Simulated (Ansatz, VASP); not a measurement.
One calculation of Ba2W, two programs

File INCAR:

```
PREC     = Accurate       # precision mode
ENCUT    = 520            # plane-wave cutoff, eV
EDIFF    = 1E-7           # SCF threshold, eV
ISMEAR   = 0              # smearing method
SIGMA    = 0.1            # smearing width, eV
LREAL    = False          # projectors in reciprocal space
LASPH    = True           # aspherical terms in the spheres
NELM     = 100            # most SCF steps
ALGO     = Fast           # electronic algorithm
ISIF     = 2              # what is computed and relaxed
LWAVE    = False          # write WAVECAR
LCHARG   = False          # write CHGCAR
GGA      = PE             # functional
NBANDS   = 24             # bands
```

KPOINTS

```
regular mesh
0
Gamma
  6 6 2
```

File POSCAR:

```
Ba2W
1.0
    4.2171917600      0.0000000000      0.0000000000
   -2.1085958800      3.6521952000      0.0000000000
    0.0000000000      0.0000000000      9.2998372900
Ba W
2 1
Direct
    0.3333333300      0.6666666700      0.2962123700
    0.6666666700      0.3333333300      0.7037876300
    0.0000000000      0.0000000000      0.0000000000
```

Input for Ansatz:

```yaml
crystal:
  lattice:
    - [4.21719176, 0.0, 0.0]
    - [-2.10859588, 3.6521952, 0.0]
    - [0.0, 0.0, 9.29983729]
  atoms:
    - { symbol: Ba, position: [0.33333333, 0.66666667, 0.29621237] }
    - { symbol: Ba, position: [0.66666667, 0.33333333, 0.70378763] }
    - { symbol: W, position: [0.0, 0.0, 0.0] }
basis:
  ecutwfc: 420
kpoints:
  mp_grid: { grid: [6, 6, 2] }
hamiltonian:
  xc: pbe
scf:
  occupations: { method: gaussian, width: 0.1 }
  lower_state_search: "off"
output:
  forces: true
  stress: true
  eigenvalues: true
```

Alike in both runs: task single point; functional PBE; k mesh 6 × 6 × 2; occupations gaussian, width 0.1 eV; no spin polarisation.

```csv
,VASP,Ansatz
version,VASP 6.6.1,Ansatz 0.2.0
potentials or method,"VASP PAW PBE potentials, release 64 (Ba_sv, W_sv)","scalar-relativistic, plane waves, PAW"
plane-wave cutoff (eV),520,420
valence electrons in the cell,34,34
```

Ansatz gave:

- gap on the k mesh at the Fermi level (eV): none
- pressure (GPa): -5.2
- largest component of the traceless stress (GPa): 0.48
- rms of the force components (eV/Å): 0.603

**Question.** What did VASP give for the same quantities?

**Answer.** gap on the k mesh at the Fermi level (eV): none; pressure (GPa): -5.0; largest component of the traceless stress (GPa): 0.41; rms of the force components (eV/Å): 0.583.

Atom by atom the forces differ by 0.020 eV/Å (rms over components). A gap of «none» marks a metal or a gap that the smearing closes. With one functional, cell and mesh, what is left measures potentials, basis and numerics.

Caveats: forces of over 1 eV/Å show positions far from the minimum, so gaps and moduli don't describe the material at rest. The runs have no spin-orbit coupling, so splittings on Ba, W are missing.
